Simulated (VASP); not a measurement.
# CdF2: structure and properties in VASP

Wanted: the relaxed cell of CdF2 and its properties. The steps: relaxing cell and atoms (rev-vdW-DF2), second relaxation, density, ELF and potential (rev-vdW-DF2), bands along the symmetry lines (rev-vdW-DF2), density of states (rev-vdW-DF2), zone-centre phonons (rev-vdW-DF2) and response to an electric field (rev-vdW-DF2). The start is a cell from a database of measured crystal structures.

Main program and level: VASP 6.6.1; rev-vdW-DF2; plane waves and PAW (Cd, F).

Most raw output is cut from this account.

## Step 1: Set-up

Before any relaxation, the start is as follows. Symmetry: Fm-3m, No. 225, cubic system. The conventional cell has a = 5.388 Å, b = 5.388 Å, c = 5.388 Å, α = 90.00°, β = 90.00°, γ = 90.00°. Nearest to Cd lie 8 F at 2.33 Å. Nearest to F lie 4 Cd at 2.33 Å. Farther neighbours and most contacts between anions are not listed.

Structure file:

```xyz
3
Lattice="0.0000 2.6940 2.6940 2.6940 0.0000 2.6940 2.6940 2.6940 0.0000" Properties=species:S:1:pos:R:3 pbc="T T T"
Cd    0.0000    0.0000    0.0000
F     1.3470    1.3470    1.3470
F     4.0410    4.0410    4.0410
```

## Step 2: Relaxing cell and atoms (rev-vdW-DF2)

Properties are meant for the cell that this level of theory prefers, so cell and atoms are relaxed first (ISIF = 3) until forces and stress are small; EDIFFG sets the threshold. rev-vdW-DF2 revises the exchange of vdW-DF2 for solids. LUSE_VDW switches on a nonlocal correlation term for dispersion.

Contents of INCAR:

```
SYSTEM = CdF2
PREC = Accurate
ENCUT = 520
EDIFF = 1E-06
NELM = 100
ISMEAR = 0
SIGMA = 0.05
LREAL = .FALSE.
ALGO = Normal
GGA = MK
AGGAC = 0
LUSE_VDW = .TRUE.
PARAM1 = 0.1234
PARAM2 = 0.711357
ZAB_VDW = -1.8867
LASPH = .TRUE.
NBANDS = 19
LORBIT = 11
LWAVE = .FALSE.
LCHARG = .FALSE.
KPAR = 2
IBRION = 2
NSW = 60
ISIF = 3
EDIFFG = -0.01
```

Contents of POSCAR:

```
CdF2
1.0
    0.0000000000      2.6940000000      2.6940000000
    2.6940000000      0.0000000000      2.6940000000
    2.6940000000      2.6940000000      0.0000000000
Cd F
1 2
Direct
    0.0000000000      0.0000000000      0.0000000000
    0.2500000000      0.2500000000      0.2500000000
    0.7500000000      0.7500000000      0.7500000000
```

Contents of KPOINTS:

```
Automatic mesh
0
Gamma
6 6 6
0 0 0
```

PAW data sets: Cd and F (PBE family, release 64).

Started as:

```sh
$ mpirun -np 2 vasp_std
```

Run time: 56 s. Hardware: 2 MPI ranks of Intel Xeon 6975P-C (Granite Rapids), shared host; peak memory 0.62 GiB.

The gap is read on the k-mesh alone, so it is an upper bound where the band edges lie off the mesh. The PAW data sets were made with PBE, which is usual practice but a small mismatch for other functionals. The run keeps the 48 symmetry operations of its start, so it cannot find a distortion of lower symmetry.

Relaxation path:

```csv
step,energy less that of the first step (eV),largest force (eV/Å),pressure (GPa),volume (Å³)
1,0.0000,0.0000,3.09,39.10
2,-0.0091,0.0000,-0.94,40.54
3,-0.0102,0.0000,0.00,40.18
```

```csv
"conventional cell, symmetrised",before,after,change
a (Å),5.388,5.437,+0.9 %
b (Å),5.388,5.437,+0.9 %
c (Å),5.388,5.437,+0.9 %
volume (Å³/atom),13.03,13.39,+2.8 %
```

The relaxed structure:

```xyz
3
Lattice="0.0000 2.7185 2.7185 2.7185 0.0000 2.7185 2.7185 2.7185 0.0000" Properties=species:S:1:pos:R:3 pbc="T T T"
Cd    0.0000    0.0000    0.0000
F     1.3593    1.3593    1.3593
F     4.0778    4.0778    4.0778
```

Numbers from this step:

```
electrons                       : 26
bands                           : 19
irreducible k-points            : 16
symmetry operations             : 48
free energy (TOTEN)             : -4.847 eV
Fermi energy                    : -1.422 eV
pressure                        : -0.002734 GPa
metallic                        : no
valence top at k                : -0.3333, 0.5, 0.1667
conduction bottom at k          : 0, 0, 0
least direct gap at k           : 0, 0, 0
SCF cycles over all ionic steps : 29
gap on the k-mesh               : 2.903 eV
least direct gap on the k-mesh  : 3.407 eV
```

It ends with forces that vanish by symmetry and a pressure of 0.00 GPa. The volume lies +2.8 % from that of the database's start.

## Step 3: Second relaxation

A relaxation keeps the plane waves of the cell it began with, so it is repeated from the new cell, on a basis made for it.

INCAR is that of step 2.

Contents of POSCAR:

```
CdF2
1.0
    0.0000000000      2.7185413104      2.7185413104
    2.7185413104      0.0000000000      2.7185413104
    2.7185413104      2.7185413104      0.0000000000
Cd F
1 2
Direct
    0.0000000000      0.0000000000      0.0000000000
    0.2500000000      0.2500000000      0.2500000000
    0.7500000000      0.7500000000      0.7500000000
```

KPOINTS is that of step 2.

Started as:

```sh
$ mpirun -np 2 vasp_std
```

Wall time 36 s (2 MPI ranks); peak memory 0.68 GiB; 70 s of CPU time.

Little changed from the start: no atom moved by 0.005 Å and no cell edge by 0.1 %.

Numbers from this step:

* free energy (TOTEN): -4.849 eV
* Fermi energy: -1.423 eV
* pressure: 0.08749 GPa
* SCF cycles over all ionic steps: 13

It ends with forces that vanish by symmetry and a pressure of 0.09 GPa. The volume moved by under 0.01 %: the run met its threshold at the first step.

## Step 4: Density, ELF and potential (rev-vdW-DF2)

A single point on the relaxed cell gives a clean self-consistent state, with density, ELF and potential written out.

INCAR, as its differences from that of step 3:

```diff
@@ -19,7 +19,5 @@
 LWAVE = .FALSE.
-LCHARG = .FALSE.
-KPAR = 2
-IBRION = 2
-NSW = 60
-ISIF = 3
-EDIFFG = -0.01
+LCHARG = .TRUE.
+ISIF = 2
+LELF = .TRUE.
+LVHAR = .TRUE.
```

POSCAR is that of step 3.

KPOINTS is that of step 3.

Started as:

```sh
$ mpirun -np 2 vasp_std
```

The job ended after 23 s (2 MPI ranks; peak memory 0.51 GiB; 43 s of CPU time).

This step gave:

- SCF cycles: 13
- bands: 20
- Fermi energy: -1.459 eV
- pressure: 0.08782 GPa

Valence electrons inside each PAW sphere by angular momentum. Sphere charges, by row:

```csv
atom,s (e),p (e),d (e),tot (e)
Cd1,0.229,0.187,9.682,10.1
F2,1.734,4.328,0,6.062
F3,1.734,4.328,0,6.062
```

Electrostatic potential energy in the ac plane of a cell with a along [110], b along [-110] and c along [001] of the cube at fractional y = 0.000, with atoms of Cd and F within 0.2 Å of it. With pseudopotentials it is smooth inside the atoms' cores, unlike the true potential.

Ten even steps from '_' (-51 eV) to '@' (7 eV), each cell a mean:
```
######%%@@@@@@%%##########%%@@@@@@@@%%####
####%%@@%%##%%@@%%########%%@@%%%%@@%%####
%%%%@@%%--..==%%@@%%%%%%%%@@**....##@@%%%%
@@@@@@%%..__::%%@@@@@@@@@@@@++____++@@@@@@
@@@@@@@@**--**@@@@@@@@@@@@@@%%====%%@@@@@@
@@@@@@@@@@@@@@@@@@@@@@@@@@@@@@@@@@@@@@@@@@
@@@@@@@@@@@@@@@@@@@@@@@@@@@@@@@@@@@@@@@@@@
@@@@@@@@@@@@@@@@@@@@@@@@@@@@@@@@@@@@@@@@@@
@@@@@@@@@@##@@@@@@@@@@@@@@@@@@%%%%@@@@@@@@
@@@@@@@@--..==@@@@@@@@@@@@@@##....##@@@@@@
@@@@@@%%..__::%%@@@@@@@@@@@@++____++@@@@@@
##%%%%@@**--**@@%%######%%@@%%====%%@@%%##
######@@@@@@@@@@##########%%@@@@@@@@%%####
######%%@@@@@@%%##########%%@@@@@@@@%%####
```
Columns run along a (7.7 Å; values clipped at the 3rd and 97th percentile), rows up along c (5.4 Å), edges of the conventional cell, whose origin can differ from the input's. Atoms in or near the plane, at fractional coordinates: Cd at (0.00, 0.00), Cd at (0.50, 0.00), F at (0.25, 0.25), F at (0.75, 0.25), F at (0.25, 0.75), F at (0.75, 0.75).

Valence density in the ac plane of a cell with a along [110], b along [-110] and c along [001] of the cube at fractional y = 0.000, with atoms of Cd and F within 0.2 Å of it. It is the smooth field of the valence electrons, not physical close to the nuclei.

Ten even steps from '_' (0 e/Å³) to '@' (12 e/Å³), each cell a mean:
```
++--______________--++==..____________..==
::..______..______..::..______....______..
________--**--______________..++++..______
________++@@++______________::%%%%::______
________..--..________________----________
__________________________________________
__________________________________________
__________________________________________
__________..__________________....________
________--**--______________..++++..______
________++@@++______________::%%%%::______
________..--..______________..----________
--..______________::--::..____________..--
##--____________..==##++::____________::++
```
Columns run along a (7.7 Å), rows up along c (5.4 Å), edges of the conventional cell, whose origin can differ from the input's. Atoms in or near the plane, at fractional coordinates: Cd at (0.00, 0.00), Cd at (0.50, 0.00), F at (0.25, 0.25), F at (0.75, 0.25), F at (0.25, 0.75), F at (0.75, 0.75).

ELF in the ac plane of a cell with a along [110], b along [-110] and c along [001] of the cube at fractional y = 0.000, with atoms of Cd and F within 0.2 Å of it. It is the smooth field of the valence electrons, not physical close to the nuclei.

Ten even steps from '_' (0.00) to '@' (0.79), each cell a mean:
```
__..::..::--::..::..____::....::::......__
..::..--##@@##--..::..::::..++%%%%++::::::
::..::##@@@@@@##::..::....==@@@@@@@@==....
____--%%@@##@@%%--______..**@@%%%%@@**..__
____--##@@@@@@##::______..++@@@@@@@@++..__
____..--****++--..________::++****==::____
________....__________________....________
______..::--::..____________..----::______
____..++%%@@%%++..________--##@@%%##--____
____--%%@@@@@@%%--______..**@@@@@@@@++..__
..__--%%@@##@@%%::__......++@@%%%%@@++....
::::..++@@@@@@++..::::::..--%%@@@@%%::..::
__..::::++**++..::::__..::..--****--..::..
____::..__..__..::______..::__....__::..__
```
Columns run along a (7.7 Å), rows up along c (5.4 Å), edges of the conventional cell, whose origin can differ from the input's. Atoms in or near the plane, at fractional coordinates: Cd at (0.00, 0.00), Cd at (0.50, 0.00), F at (0.25, 0.25), F at (0.75, 0.25), F at (0.25, 0.75), F at (0.75, 0.75).

In this run the pressure is 0.09 GPa, small enough to go on.

## Step 5: Bands along the symmetry lines (rev-vdW-DF2)

The mesh alone shows little of the dispersion and can miss band extrema, so KPOINTS_OPT adds a path through the symmetry points after the self-consistent cycle.

INCAR, as its differences from that of step 4:

```diff
@@ -16,8 +16,6 @@
 LASPH = .TRUE.
-NBANDS = 19
+NBANDS = 26
 LORBIT = 11
 LWAVE = .FALSE.
-LCHARG = .TRUE.
-ISIF = 2
-LELF = .TRUE.
-LVHAR = .TRUE.
+LCHARG = .FALSE.
+KPAR = 2
```

POSCAR is that of step 4.

KPOINTS is that of step 4.

Contents of KPOINTS_OPT:

```
Line mode
16
Line-mode
Reciprocal
  0.00000000   0.00000000   0.00000000 GAMMA
  0.50000000   0.00000000   0.50000000 X

  0.50000000   0.00000000   0.50000000 X
  0.50000000   0.25000000   0.75000000 W

  0.50000000   0.25000000   0.75000000 W
  0.37500000   0.37500000   0.75000000 K

  0.37500000   0.37500000   0.75000000 K
  0.00000000   0.00000000   0.00000000 GAMMA

  0.00000000   0.00000000   0.00000000 GAMMA
  0.50000000   0.50000000   0.50000000 L

  0.50000000   0.50000000   0.50000000 L
  0.62500000   0.25000000   0.62500000 U

  0.62500000   0.25000000   0.62500000 U
  0.50000000   0.25000000   0.75000000 W

  0.50000000   0.25000000   0.75000000 W
  0.50000000   0.50000000   0.50000000 L

  0.50000000   0.50000000   0.50000000 L
  0.37500000   0.37500000   0.75000000 K

  0.62500000   0.25000000   0.62500000 U
  0.50000000   0.00000000   0.50000000 X
```

Started as:

```sh
$ mpirun -np 2 vasp_std
```

The job ended after 44 s (2 MPI ranks; peak memory 0.7 GiB).

Spin-orbit coupling is off here; it would split degenerate levels.

Numbers from this step:

```
bands                             : 26
Fermi energy                      : -1.449 eV
pressure                          : 0.06768 GPa
least gap on mesh and path        : 2.884 eV
least direct gap on mesh and path : 3.407 eV
valence top at k                  : 0.5, 0.25, 0.75
```

The electronic bands at the labelled points (eV, zero at the valence-band top; v1 is the highest filled band, c1 the lowest empty one):

```csv
point,v4,v3,v2,v1,c1,c2
Γ,-0.91,-0.52,-0.52,-0.52,2.88,12.45
0.53 of the way,-1.87,-0.49,-0.28,-0.28,5.29,10.24
X,-2.83,-0.45,-0.09,-0.09,7.70,9.44
0.53 of the way,-2.35,-0.57,-0.50,-0.03,7.74,10.09
W,-1.47,-1.47,-0.54,0.00,7.77,11.17
0.53 of the way,-2.00,-1.02,-0.47,-0.07,7.70,10.72
K,-2.27,-0.89,-0.32,-0.20,7.66,10.50
0.47 of the way,-1.42,-1.23,-0.45,-0.38,5.59,10.26
Γ,-0.91,-0.52,-0.52,-0.52,2.88,12.45
0.47 of the way,-1.25,-1.03,-0.47,-0.47,4.55,10.68
L,-1.74,-1.74,-0.41,-0.41,6.90,8.89
0.53 of the way,-2.01,-1.36,-0.39,-0.32,7.21,9.47
U,-2.27,-0.89,-0.32,-0.20,7.66,10.50
0.53 of the way,-1.94,-1.06,-0.49,-0.05,7.71,10.79
W,-1.47,-1.47,-0.54,0.00,7.77,11.17
0.47 of the way,-1.75,-1.43,-0.46,-0.22,7.31,9.65
L,-1.74,-1.74,-0.41,-0.41,6.90,8.89
0.47 of the way,-1.95,-1.42,-0.40,-0.34,7.15,9.34
K,-2.27,-0.89,-0.32,-0.20,7.66,10.50
jump to U,-2.27,-0.89,-0.32,-0.20,7.66,10.50
0.47 of the way,-2.58,-0.52,-0.24,-0.12,7.71,9.78
X,-2.83,-0.45,-0.09,-0.09,7.70,9.44
```

Of the projections kept (Cd, F), the largest for each band there; the rest of the weight can lie on other orbitals:

```csv
point,v4,v3,v2,v1,c1,c2
Γ,F 0.98,F 0.67,F 0.67,F 0.67,Cd 0.76,Cd 0.99
X,F 0.94,F 1.00,F 0.88,F 0.88,Cd 0.69,Cd 0.74
W,F 0.84,F 0.84,F 1.00,F 0.88,Cd 0.66,F 0.70
K,F 0.68,F 0.95,F 0.94,F 0.85,Cd 0.66,Cd 0.66
Γ,F 0.98,F 0.67,F 0.67,F 0.67,Cd 0.76,Cd 0.99
L,F 0.96,F 0.96,F 0.74,F 0.74,Cd 0.60,F 0.63
```

The path finds the gap of the mesh within 0.02 eV, so the mesh comes close to both band edges.

## Step 6: Density of states (rev-vdW-DF2)

A density of states needs more k-points than a total energy; ISMEAR = -5 takes tetrahedra, and LORBIT projects the states on the PAW spheres. The mesh is finer than in the run before.

INCAR, as its differences from that of step 5:

```diff
@@ -5,3 +5,3 @@
 NELM = 100
-ISMEAR = 0
+ISMEAR = -5
 SIGMA = 0.05
@@ -21 +21,2 @@
 KPAR = 2
+NEDOS = 2001
```

POSCAR is that of step 5.

Contents of KPOINTS:

```
Automatic mesh
0
Gamma
9 9 9
0 0 0
```

Started as:

```sh
$ mpirun -np 2 vasp_std
```

Run time: 46 s. Hardware: 2 MPI ranks; peak memory 0.71 GiB; 89 s of CPU time.

This step gave:

* irreducible k-points: 35
* Fermi energy: -1.720 eV
* pressure: 0.07212 GPa
* valence top at k: -0.3333, 0.4444, 0.2222
* gap on the k-mesh: 2.913 eV

The density of states has structure finer than the step of the table below, so its rows give means over 1 eV, whole bins alone (the curve runs from -12.0 to 10.8 eV). Peaks (eV: height): total -5.1: 14.7, -4.3: 20.2, -1.8: 6.05, -0.5: 16.0; F p -5.1: 2.06, -1.8: 3.98, -0.5: 11.4; Cd d -5.1: 10.6, -4.3: 18.8, -0.5: 2.29; Cd s -3.2: 0.368, 7.6: 0.703, 9.9: 0.194; Cd p -1.8: 0.178, 9.9: 0.445.

States under -12.0 eV and over 10.8 eV are left out. Density of states against energy, zero at the valence-band top; means over each step; values in states/eV/cell:

```csv
energy (eV),total,F p,Cd d,Cd s,Cd p
-7,0,0,0,0,0
-6,0.00452,7.6e-4,0.00317,0,0
-5,5.89,0.676,4.56,0.0141,0.0101
-4,4.10,0.112,3.74,0.00426,0.00207
-3,1.85,0.968,0.211,0.165,0.0126
-2,3.71,2.33,0.366,0.0257,0.109
-1,2.54,1.75,0.251,0.00686,0.0383
0,3.90,2.82,0.524,2.8e-4,0.00271
1,0,0,0,0,0
2,0,0,0,0,0
3,0.0156,0.00107,0,0.00566,9.3e-5
4,0.103,0.0143,7.8e-5,0.0351,0.00138
5,0.216,0.0422,4.0e-4,0.0722,0.00416
6,0.406,0.0943,0.00107,0.146,0.00810
7,0.952,0.243,0.00220,0.411,0.0106
8,0.307,0.0781,7.7e-4,0.149,0.00145
9,0.169,0.0307,8.4e-4,0.00561,0.0233
10,1.59,0.191,0.0182,0.104,0.259
```

The gap on this mesh is 2.91 eV. In the top eV of the valence band the largest shares in the PAW spheres are F p 72 % and Cd d 13 %. The rest lies in smaller channels or between the spheres.

## Step 7: Zone-centre phonons (rev-vdW-DF2)

Zone-centre modes test whether the atoms sit at a minimum within this cell. IBRION = 6 takes the force constants from differences of forces between displaced cells, so the forces must be tight.

Contents of INCAR:

```
SYSTEM = CdF2
PREC = Accurate
ENCUT = 520
EDIFF = 1E-08
NELM = 100
ISMEAR = 0
SIGMA = 0.05
LREAL = .FALSE.
ALGO = Normal
GGA = MK
AGGAC = 0
LUSE_VDW = .TRUE.
PARAM1 = 0.1234
PARAM2 = 0.711357
ZAB_VDW = -1.8867
LASPH = .TRUE.
NBANDS = 19
LORBIT = 11
LWAVE = .FALSE.
LCHARG = .FALSE.
KPAR = 2
IBRION = 6
NFREE = 2
POTIM = 0.015
ISIF = 2
NSW = 1
```

POSCAR is that of step 6.

Contents of KPOINTS:

```
Automatic mesh
0
Gamma
6 6 6
0 0 0
```

Started as:

```sh
$ mpirun -np 2 vasp_std
```

It took 2.1 min on 2 MPI ranks; peak memory 0.74 GiB; 4.2 min of CPU time.

The last energy, forces, stress and levels in OUTCAR belong to the last displaced cell, not to the cell of POSCAR.

This step gave:

| Item | Value |
| --- | --- |
| bands | 19 |
| irreducible k-points | 16 |
| pressure of the cell | 0.08870 GPa |
| largest force of the cell | 0 eV/Å |

Transverse limit, no LO-TO splitting. The modes at Γ (shares of kinetic energy by element, %):

```csv
mode,frequency (cm⁻¹),symmetry,Cd %,F %
1,-0.3,acoustic,75,25
2,-0.3,acoustic,75,25
3,-0.3,acoustic,75,25
4,218.8,T1u,25,75
5,218.8,T1u,25,75
6,218.8,T1u,25,75
7,301.2,T2g,0,100
8,301.2,T2g,0,100
9,301.2,T2g,0,100
```

Displacements in mode 6 (218.8 cm⁻¹), the largest set to 1:
```
Cd1  0.34 -0.19  0.09
F2  -1.00  0.57 -0.26
F3  -1.00  0.57 -0.26
```

Displacements in mode 9 (301.2 cm⁻¹), the largest set to 1:
```
Cd1  0.00  0.00  0.00
F2  -1.00  0.98  0.00
F3   1.00 -0.98  0.00
```

The three acoustic modes lie within 0.3 cm⁻¹ of zero, and all others are real. By the characters of their eigenvectors the optical modes sort into (cm⁻¹) Raman active: T2g 301; infrared active: T1u 219. With a centre of inversion no mode is active in both.

## Step 8: Response to an electric field (rev-vdW-DF2)

The response to a static field gives the electronic dielectric tensor and the Born charges. It needs tightly converged orbitals, hence the small EDIFF.

Contents of INCAR:

```
SYSTEM = CdF2
PREC = Accurate
ENCUT = 520
EDIFF = 1E-07
NELM = 100
ISMEAR = 0
SIGMA = 0.01
LREAL = .FALSE.
ALGO = Normal
GGA = MK
AGGAC = 0
LUSE_VDW = .TRUE.
PARAM1 = 0.1234
PARAM2 = 0.711357
ZAB_VDW = -1.8867
LASPH = .TRUE.
NBANDS = 19
LORBIT = 11
LWAVE = .FALSE.
LCHARG = .FALSE.
LCALCEPS = .TRUE.
LPEAD = .TRUE.
```

POSCAR is that of step 7.

Contents of KPOINTS:

```
Automatic mesh
0
Gamma
5 5 5
0 0 0
```

Started as:

```sh
$ mpirun -np 2 vasp_std
```

Elapsed: 5.2 min, on 2 MPI ranks; peak memory 0.65 GiB; 10 min of CPU time.

Energies printed during the response cycles are not total energies of the cell.

This step gave:

| Item | Value |
| --- | --- |
| bands | 20 |
| irreducible k-points | 10 |

Electronic dielectric tensor with local fields:

```
2.84 0.00 0.00
0.00 2.84 0.00
0.00 0.00 2.84
```

Born effective charge (e), principal values of the symmetric part by kind of site:

```csv
atom,atoms with these values,low,middle,high,mean
Cd1,1,2.47,2.47,2.47,2.47
F2,2,-1.23,-1.23,-1.23,-1.23
```

In full for F2:

```
-1.23  0.00  0.00
 0.00 -1.23  0.00
 0.00  0.00 -1.23
```

The Born charges sum to zero; the printed set may have that rule imposed, so this is no test. Born charges and mode vectors give each infrared mode its dipole; summed over the modes, dipole squared over frequency squared adds 5.47 to the electronic 2.84, for a mean static constant of 8.31. With one infrared mode the Lyddane-Sachs-Teller relation, LO/TO = (ε0/ε∞)^½, puts the longitudinal line at 375 cm⁻¹. The mean Born charge of F, -1.23 e, exceeds its nominal -1, the mark of charge that flows along bonds as atoms move.

## Step 9: Results

```
relaxed volume                                               : 13.39 Å³/atom
relaxed conventional cell a, b, c                            : 5.437, 5.437, 5.437 Å
space group after relaxing, within 0.02 Å                    : Fm-3m (No. 225)
band gap                                                     : 2.88 eV, indirect (least direct gap of that run 3.41 eV)
gap among the points of the DOS mesh alone, an upper bound   : 2.91 eV
highest zone-centre mode                                     : 301 cm⁻¹
static dielectric constant from modes and Born charges, mean : 8.31
LO mode by the Lyddane-Sachs-Teller relation                 : 375 cm⁻¹
electronic dielectric constant, mean                         : 2.84
```

What this shows: With rev-vdW-DF2, CdF2 relaxes to 13.39 Å³/atom in space group Fm-3m (held by the symmetry of the run) and has an indirect gap of 2.88 eV. Against the listed cell the volume lies +2.8 %. Bands along the symmetry lines (rev-vdW-DF2): The path shows an indirect gap of 2.88 eV (valence top at W, conduction bottom at Γ). The least direct gap is 3.41 eV. Zone-centre phonons (rev-vdW-DF2): The highest mode in this list at Γ, 301.2 cm⁻¹, is mostly motion of F (100 % of the kinetic energy). Response to an electric field (rev-vdW-DF2): The electronic dielectric tensor with local fields is isotropic, 2.84. Response to an electric field (rev-vdW-DF2): Mean Born effective charge: Cd1 2.47, F2 -1.23 e. Semilocal functionals usually underestimate gaps. Spin-orbit coupling is left out; it would split some degenerate bands. Modes at Γ alone can't show that the crystal is stable at other wave vectors, and the LO-TO splitting is not included. No search among competing phases was made, and a listed structure need not be the one stable at ambient conditions. All values are for a static lattice at zero temperature.

[Lines on the potential files, build, host, timing and source positions are cut from VASP's logs without a mark.]

[Logs are printed without paths, hosts, clocks, repeated set-up lines and the standing remarks that a program may print on its own settings, such as how far it seeks lower states.]

[Hosts, paths, dates, database ids (printed as entryN), source tags and the programs' standing remarks are cut or masked in the printed files.]

[A measured line is paired with the nearest computed mode of its activity, which favours agreement.]
